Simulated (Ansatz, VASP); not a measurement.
## Hf (Hafnium): VASP beside Ansatz

Wanted: the spread between two codes on one cell, functional and k mesh. The cell is taken from a series of runs on this material, whose earlier steps may have relaxed, scaled, displaced or heated it; both programs get it as it stands.

Calculated with Ansatz 0.2.0; plane waves, with VASP 6.6.1 beside it; zone-centre phonons at LDA.

**1. Set-up**

It takes space group P6_3/mmc (No. 194, hexagonal). The conventional cell has a = 3.027 Å, b = 3.027 Å, c = 5.065 Å, α = 90.00°, β = 90.00°, γ = 120.00°. Hf has 12 Hf at 3.03 to 3.08 Å nearest.

**2. Ansatz: zone-centre phonons, LDA**

Ansatz runs on its PAW soft_1 files.

Second derivatives magnify differences that forces hide, and they need a tight electronic threshold.

The input, input.yaml:

```yaml
crystal:
  lattice:
    - [3.0269942713, 0.0, 0.0]
    - [-1.5134971357, 2.6214539361, 0.0]
    - [0.0, 0.0, 5.0654757054]
  atoms:
    - { symbol: Hf, position: [0.3333333333, 0.6666666667, 0.25] }
    - { symbol: Hf, position: [0.6666666667, 0.3333333333, 0.75] }
kpoints:
  mp_grid: { grid: [15, 15, 8] }
hamiltonian:
  xc: lda
  pseudopotentials: { kind: paw, azcp: { folder: soft_1 }, xc_functional: pbe }
scf:
  occupations: { method: methfessel_paxton, width: 0.2 }
output:
  eigenvalues: true
phonons:
  method: dfpt
```

On the command line:

```
> ansatz run input.yaml --threads 4 --pin off --max-ram 10240MiB --backend cpu --events-out ev --progress --plain --runs-dir out
```

Numbers of over 12 decimals in the logs are rounded to 6 here.

Output:

```text
zone centre: on kpoints.mp_grid the ground state, and the responses unless they are solved on pairs of k-points, stand on 320 of the mesh's 1800 k-points, reduced under 4 symmetry operations, with k and −k counted as one. Each operation leaves every solved displacement unchanged or reverses it
Engine: ansatz 0.2.0, aarch64-unknown-linux-gnu
Pseudopotentials: kind: paw
Pseudopotential: Hf, paw, valence charge 26, recommended cutoff 420 eV (normal), soft_1/Hf.paw.azcp
Functional definition: SPW92
  exchange = slater_x
  correlation = pw_c
Crystal: 2 atoms, lattice volume = 40.195 Å³
Basis set: ecut = 420 eV, 761 PW (Γ), exchange–correlation on 48×48×72 points (8 copies of the dense FFT grid, shifted against one another)
Bands: 32, of which v1, the nominal top of the filled ones, is band 26 counted from 1 (25 counted from 0)
Symmetry: 24 space group operations
k-points: 320 of 1800 (irreducible under 4 space group operations, time reversal used)
Non-local potential: Hf, projectors of the file, l = 0: 3, l = 1: 2, l = 2: 2, l = 3: 3
PAW form: soft (Blöchl's): semilocal exchange-correlation on the pseudo side does not see the compensation charge
PAW frozen core: Hf, regenerated for the run's functional, and the local potential with it (the file was generated under x = pbe(κ = 0.804, μ = 0.219515), c = pbe(β = 0.066725))
PAW one-centre angular grid: Hf, 590 points (default); XC on 64 Gauss nodes
Initial density: superposition of atomic densities (chi_scale 0.1, normalization cell)
Initial wavefunctions: pseudopotential atomic-orbital guess
Functional: x = slater, c = lda
SCF iter   1: F=—  HF=-30955.143621 eV  |F-HF|=—  |Δ(HF+E_count)|=         —  Δρ=3.43e-2  dr2=5.31e-1  ethr=3.10e-3  ⟨swp⟩=5.2  Hψ=35659  notcnv=0
preconditioner: auto → Kerker (q_TF=auto, 2.848 Å⁻¹)  [metal: Δε(μ)=0.011 eV  Ē_g=17.003 eV  σ=0.200 eV  W_gap=0.05  n_scr=22 (ndim 8)  ℏωp=40.6 eV  f_vac=0.000  D(μ)=1.67/eV (n_scr^D=22)]
SCF iter   2: F=—  HF=-30955.016714 eV  |F-HF|=—  |Δ(HF+E_count)|=   1.27e-1  S|Δr|=    0.00e0  Δρ=2.08e-2  dr2=1.98e-1  ethr=1.02e-3  ⟨swp⟩=2.5  Hψ=19578  notcnv=0  defer=42
SCF iter   3: F=—  HF=-30954.968490 eV  |F-HF|=—  |Δ(HF+E_count)|=   4.82e-2  S|Δr|=    0.00e0  Δρ=8.25e-3  dr2=3.09e-2  ethr=3.81e-4  ⟨swp⟩=2.0  Hψ=15892  notcnv=0  defer=57
SCF iter   4: F=—  HF=-30954.933998 eV  |F-HF|=—  |Δ(HF+E_count)|=   3.45e-2  S|Δr|=    0.00e0  Δρ=3.12e-3  dr2=1.78e-3  ethr=5.93e-5  ⟨swp⟩=2.0  Hψ=18423  notcnv=0  defer=57
SCF iter   5: F=—  HF=-30954.934982 eV  |F-HF|=—  |Δ(HF+E_count)|=   9.84e-4  S|Δr|=    0.00e0  Δρ=5.81e-4  dr2=1.13e-4  ethr=3.43e-6  ⟨swp⟩=2.6  Hψ=16472  notcnv=0  defer=57
SCF iter   6: F=—  HF=-30954.935093 eV  |F-HF|=—  |Δ(HF+E_count)|=   1.11e-4  S|Δr|=    0.00e0  Δρ=1.11e-4  dr2=3.17e-6  ethr=2.17e-7  ⟨swp⟩=2.2  Hψ=18613  notcnv=0  defer=57
SCF iter   7: F=—  HF=-30954.935102 eV  |F-HF|=—  |Δ(HF+E_count)|=   8.48e-6  S|Δr|=    0.00e0  Δρ=2.21e-5  dr2=1.49e-7  ethr=6.09e-9  ⟨swp⟩=2.8  Hψ=19172  notcnv=0  defer=137
SCF iter   8: F=—  HF=-30954.935102 eV  |F-HF|=—  |Δ(HF+E_count)|=   1.01e-9  S|Δr|=    0.00e0  Δρ=4.34e-6  dr2=5.31e-9  ethr=2.86e-10  ⟨swp⟩=2.5  Hψ=18970  notcnv=0  defer=140
SCF iter   9: F=—  HF=-30954.935102 eV  |F-HF|=—  |Δ(HF+E_count)|=   1.03e-9  S|Δr|=    0.00e0  Δρ=6.79e-7  dr2=1.31e-10  ethr=1.02e-11  ⟨swp⟩=2.4  Hψ=17996  notcnv=0  defer=140
SCF iter  10: F=—  HF=-30954.935102 eV  |F-HF|=—  |Δ(HF+E_count)|=  4.73e-11  S|Δr|=    0.00e0  Δρ=2.55e-7  dr2=1.33e-11  ethr=1.00e-12  ⟨swp⟩=11.4  Hψ=68598  notcnv=0
SCF iter  11: F=-30954.935102 eV  HF=-30954.935102 eV  |F-HF|=7.28e-12  |Δ(HF+E_count)|=  7.28e-12  S|Δr|=    0.00e0  Δρ=4.53e-8  dr2=3.14e-13  ethr=1.00e-12  ⟨swp⟩=6.9  Hψ=52962  notcnv=0
the search or the solves at the SCF's close seem to have found levels that the self-consistency loop had missed (the run counts 2). By its estimate they hold under 1e-12 electrons; where the run keeps them, the occupations were computed again with them
SCF 1 converged in 11 iterations: F = -30954.935102 eV  dr2 = 3.14e-13
  greatest PAW one-centre occupation: 0.998 electrons in one spin orbital (limit 2), on the Hf atom at site 1 (counted from 0), in its partial waves of l = 3
DFPT response loops at Γ: preconditioner auto → Kerker (q_TF=auto, 2.848 Å⁻¹) (partly filled bands, converged f_vac=0.000); β = 1.00, the filter's whole step (`scf.mixing.beta` (0.50) is not read by the response loops under this deck's `scf.mixing.preconditioner`; to damp them name `kerker` or `kerker_dos`, under which they read `scf.mixing.beta`, and type it under 1.00, their step now; both keys bind the ground state too); Broyden in place of MSR1
SCF converged after 11 iterations
Stability not checked: this state was not tested for a lower state beside it, because cold or Methfessel-Paxton smearing, or corrected tetrahedra, fill the levels in a way that the test cannot read (fill_not_monotonic; see scf.lower_state_search)
Free energy (F): -30954.935102 eV
Harris-Foulkes:  -30954.935102 eV  (|F-HF|=7.28e-12)
Internal energy: -30954.935737 eV  (E = F + TS)
E sigma→0 (E₀):  -30954.935261 eV
Entropy (-TS):   0.000636 eV (0.318 meV/atom)
Fermi energy:    20.059770 eV
--- Per-component energies (eV) ---
  E_band       = 90.494371
  E_kinetic    = 828.472406
  E_local      = -12069.328123  (includes V_loc(G=0)·N_el)
  E_nonlocal   = 142.585727
  E_hartree    = 5918.237997
  E_xc         = -532.218146
  E_vxc        = -514.294722  (∫ρ·V_xc dr)
  E_paw        = -14907.925813  (= ΣΔE_a)
  E_vpaw       = -133.417146  (= ΣTr[D̂ρ^β])
  E_aug_tail   = 0.000212  (compensation charges beyond the density's cutoff)
  E_ewald      = -10339.674173
  E_core_change = 4.914176  (= ΣΔE_core)
  E_smearing   = 0.000636  (= −TS)
  E_closure    = -0.000000  (closes the sum)
  Σ components = -30954.935102   (vs F -30954.935102, Δ=0.00e0)
--- Band table (eV; the first three rows and the last of 320) ---
  k-point 0: bands = [... 22 lower, 12.3682, 15.8825, 20.7757, 20.9110, 21.3173, 21.3173, 22.0907, 22.0907, ... 2 higher]
  k-point 1: bands = [... 22 lower, 12.5188, 15.8212, 20.5505, 20.8018, 21.2684, 21.2684, 21.9957, 21.9957, ... 2 higher]
  k-point 2: bands = [... 22 lower, 12.9513, 15.5857, 20.1066, 20.5152, 21.1936, 21.1936, 21.7651, 21.7651, ... 2 higher]
  k-point 319: bands = [... 22 lower, 17.0150, 17.0150, 19.2122, 19.2122, 20.1077, 20.1077, 22.3795, 22.3795, ... 2 higher]
--- Phonons (Γ-DFPT): 2 representative perturbations + reference, on 320 of 1800 k-points (Σ response iterations 6) ---
  k mesh reduced under 4 symmetry operations, with k and −k counted as one. Each operation leaves every solved displacement unchanged or reverses it
  ASR residual: 3.943e-5 → 0.000e0 eV/Å²; symmetrization residual: 1.168e-9 eV/Å²
  ASR residual per site (eV/Å²): 3.94e-5 3.94e-5
  Γ frequencies (cm⁻¹): 0.00 0.00 0.00 60.11 60.11 122.75
  non-analytic LO–TO correction: not included (Born effective charges unavailable; polar crystals: no LO–TO splitting at Γ)
```

**3. VASP: zone-centre phonons, LDA**

The same cell, functional (in two slightly different forms), mesh and smearing now go to VASP, with its own data sets.

Lines of VASP's logs that name or quote its potential files are left out, and so is its time.

The input, INCAR:

```
SYSTEM = Hf
PREC = Accurate
ENCUT = 500
EDIFF = 1E-08
NELM = 120
ISMEAR = 1
SIGMA = 0.2
LREAL = .FALSE.
ALGO = Normal
GGA = CA
NBANDS = 16
LASPH = .TRUE.
LORBIT = 11
LWAVE = .FALSE.
LCHARG = .FALSE.
ISIF = 2
IBRION = 8
GGA_COMPAT = .FALSE.
KPAR = 2
```

The input, POSCAR:

```
Hf
1.0
    3.0269942713      0.0000000000      0.0000000000
   -1.5134971357      2.6214539361      0.0000000000
    0.0000000000      0.0000000000      5.0654757054
Hf
2
Direct
    0.3333333333      0.6666666667      0.2500000000
    0.6666666667      0.3333333333      0.7500000000
```

The input, KPOINTS:

```
Automatic mesh
0
Gamma
15 15 8
0 0 0
```

The projector-augmented-wave data sets are Hf_pv (LDA family, release 64).

On the command line:

```
> mpirun -np 2 vasp_std
```

Output:

```text
[banner, memory and clock lines left out]
running    2 mpi-ranks, on    1 nodes
 distrk:  each k-point on    1 cores,    2 groups
 distr:  one band on    1 cores,    1 groups

 POSCAR found type information on POSCAR Hf
 POSCAR found :  1 types and       2 ions
 LDA part: xc-table for (Slater(with rela. corr.)+CA(PZ))
 , standard interpolation
 POSCAR, INCAR and KPOINTS ok, starting setup
 FFT: planning ... GRIDC
 FFT: planning ... GRID_SOFT
 FFT: planning ... GRID
 WAVECAR not read
 entering main loop
       N       E                     dE             d eps       ncg     rms          rms(c)
DAV:   1     0.463203495669E+02    0.46320E+02   -0.11283E+04  4320   0.117E+03
DAV:   2    -0.204665265640E+02   -0.66787E+02   -0.65337E+02  5688   0.251E+02
DAV:   3    -0.219789709222E+02   -0.15124E+01   -0.15066E+01  5856   0.261E+01
DAV:   4    -0.219886879255E+02   -0.97170E-02   -0.97156E-02  5272   0.255E+00
DAV:   5    -0.219887936649E+02   -0.10574E-03   -0.10574E-03  5760   0.221E-01    0.694E+01
DAV:   6    -0.215150800596E+02    0.47371E+00   -0.39232E-01  5104   0.424E+00    0.408E+01
DAV:   7    -0.213446984631E+02    0.17038E+00   -0.62257E-01  5216   0.515E+00    0.183E+00
DAV:   8    -0.213373757745E+02    0.73227E-02   -0.36895E-02  5032   0.137E+00    0.315E-01
DAV:   9    -0.213374485969E+02   -0.72822E-04   -0.81066E-04  5768   0.207E-01    0.167E-01
DAV:  10    -0.213374469399E+02    0.16570E-05   -0.37763E-05  5072   0.454E-02    0.188E-01
DAV:  11    -0.213374442369E+02    0.27030E-05   -0.40850E-06  5648   0.138E-02    0.904E-03
DAV:  12    -0.213374442197E+02    0.17131E-07   -0.31321E-07  5264   0.395E-03    0.631E-03
DAV:  13    -0.213374442089E+02    0.10798E-07   -0.15360E-08  3584   0.959E-04    0.339E-04
DAV:  14    -0.213374442089E+02   -0.10687E-10   -0.15996E-09  2888   0.352E-04
   1 F= -.21337444E+02 E0= -.21337647E+02  d E =0.609347E-03
 Linear response reoptimize wavefunctions to high precision
DAV:   1    -0.213374442089E+02    0.10687E-10   -0.18182E-10  3112   0.113E-04
 Linear response DOF=           2
 Linear response progress:
  Degree of freedom:   1/  2
       N       E                     dE             d eps       ncg     rms          rms(c)
RMM:   1    -0.193829366677E+00   -0.19383E+00    0.46767E+00 18666   0.117E+01
RMM:   2    -0.197893630450E+00   -0.40643E-02   -0.36625E-02 27606   0.118E+00    0.584E-01
RMM:   3    -0.197151273814E+00    0.74236E-03   -0.40089E-03 35387   0.249E-01    0.126E-01
RMM:   4    -0.196803143209E+00    0.34813E-03   -0.43403E-04 41123   0.857E-02    0.187E-01
RMM:   5    -0.196387389096E+00    0.41575E-03   -0.43254E-05 37532   0.377E-02    0.250E-02
RMM:   6    -0.196335399169E+00    0.51990E-04   -0.65661E-05 42732   0.122E-02    0.267E-02
RMM:   7    -0.196340642432E+00   -0.52433E-05   -0.64584E-05 37899   0.492E-03    0.191E-02
RMM:   8    -0.196334812359E+00    0.58301E-05   -0.24931E-05 40625   0.166E-03    0.184E-02
RMM:   9    -0.196331778991E+00    0.30334E-05   -0.12881E-05 40041   0.129E-03    0.539E-03
RMM:  10    -0.196331922294E+00   -0.14330E-06   -0.91258E-06 43238   0.461E-04    0.736E-04
RMM:  11    -0.196331595085E+00    0.32721E-06   -0.46935E-06 40698   0.207E-04    0.694E-04
RMM:  12    -0.196331590521E+00    0.45644E-08   -0.25175E-06 40654   0.850E-05    0.638E-05
RMM:  13    -0.196331627179E+00   -0.36658E-07   -0.13341E-06 40583   0.442E-05    0.102E-04
RMM:  14    -0.196331642404E+00   -0.15225E-07   -0.65954E-07 38073   0.300E-05    0.199E-05
RMM:  15    -0.196331646945E+00   -0.45408E-08   -0.33479E-07 32925   0.234E-05    0.151E-05
RMM:  16    -0.196331649143E+00   -0.21979E-08   -0.17492E-07 26271   0.204E-05    0.660E-06
RMM:  17    -0.196331651933E+00   -0.27905E-08   -0.92170E-08 24505   0.189E-05    0.180E-06
 first order change of Fermi-energy  -0.81152E-05
 force on displaced ion       1 direction 1 :  -1.168  -0.000   0.000
 Linear response progress:
  Degree of freedom:   2/  2
       N       E                     dE             d eps       ncg     rms          rms(c)
RMM:   1    -0.244911339752E+00   -0.24491E+00    0.49225E+00  6461   0.122E+01
RMM:   2    -0.254234889273E+00   -0.93235E-02   -0.43781E-02  9494   0.124E+00    0.785E-01
RMM:   3    -0.253533444981E+00    0.70144E-03   -0.32548E-03 10924   0.276E-01    0.200E-01
RMM:   4    -0.253382984726E+00    0.15046E-03   -0.28288E-04 13104   0.914E-02    0.210E-01
RMM:   5    -0.253182742405E+00    0.20024E-03    0.23756E-05 12973   0.364E-02    0.641E-02
RMM:   6    -0.253086012482E+00    0.96730E-04    0.20176E-05 11756   0.172E-02    0.441E-02
RMM:   7    -0.253097326494E+00   -0.11314E-04    0.36717E-06 12233   0.560E-03    0.206E-02
RMM:   8    -0.253100353622E+00   -0.30271E-05    0.34487E-05 12800   0.307E-03    0.289E-03
RMM:   9    -0.253095858853E+00    0.44948E-05    0.23463E-05 13892   0.158E-03    0.288E-03
RMM:  10    -0.253095723897E+00    0.13496E-06    0.17027E-05 13060   0.474E-04    0.269E-04
RMM:  11    -0.253096041737E+00   -0.31784E-06    0.10421E-05 14391   0.170E-04    0.372E-04
RMM:  12    -0.253096393123E+00   -0.35139E-06    0.42272E-06 13293   0.846E-05    0.650E-05
RMM:  13    -0.253096451322E+00   -0.58199E-07    0.33878E-06 13916   0.486E-05    0.229E-05
RMM:  14    -0.253096557261E+00   -0.10594E-06    0.18525E-06 12983   0.326E-05    0.684E-06
[...]
RMM:  18    -0.253096586962E+00   -0.13785E-08    0.10730E-06  7861   0.209E-05    0.670E-07
RMM:  19    -0.253096581348E+00    0.56137E-08    0.11115E-06  7277   0.205E-05    0.465E-07
RMM:  20    -0.253096562807E+00    0.18541E-07    0.12652E-06  6882   0.203E-05    0.140E-07
RMM:  21    -0.253096561074E+00    0.17336E-08    0.13005E-06  6569   0.202E-05    0.368E-07
RMM:  22    -0.253096565513E+00   -0.44390E-08    0.12626E-06  6255   0.201E-05    0.239E-07
RMM:  23    -0.253096575807E+00   -0.10295E-07    0.11932E-06  6053   0.201E-05    0.234E-07
RMM:  24    -0.253096582170E+00   -0.63628E-08    0.11296E-06  5837   0.201E-05    0.218E-07
RMM:  25    -0.253096584200E+00   -0.20296E-08    0.11146E-06  5577   0.201E-05    0.238E-07
 first order change of Fermi-energy  -0.15375E-03
 force on displaced ion       1 direction 3 :   0.000  -0.000  -4.931
 Linear response finished
```

(Part 1 of 2 ends here.)

[Lines on the potential files, build, host, timing and source positions are cut from VASP's logs without a mark.]

[Logs are printed without paths, hosts, clocks, repeated set-up lines and the standing remarks that a program may print on its own settings, such as how far it seeks lower states.]

[Hosts, paths, dates, database ids (printed as entryN), source tags and the programs' standing remarks are cut or masked in the printed files.]
